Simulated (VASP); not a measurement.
Here is the system:

```xyz
2
Lattice="0.0000 2.2689 2.2689 2.2689 0.0000 2.2689 2.2689 2.2689 0.0000" Properties=species:S:1:pos:R:3 pbc="T T T"
B      0.0000     0.0000     0.0000
As     1.1344     1.1344     1.1344
```

Computed with PBEsol GGA, VASP's PBE PAW potentials (set 64) (plane waves; VASP 6.6.1). Run with 620 eV cut-off, 10×10×10 Γ-centred mesh, Gaussian smearing of 0.050 eV, potentials B As.

Task: Estimate the energy per atom (σ→0), pressure.

Result: 
```yaml
energy per atom (σ→0): -5.943 eV/atom
pressure: 29.78 GPa
```

The absolute energy has meaning only against runs of the same code, potentials and settings.

The structure was generated: BAs was put into the zinc blende type (F-43m), which need not be its known phase. It was relaxed first under an external pressure of 30 GPa.
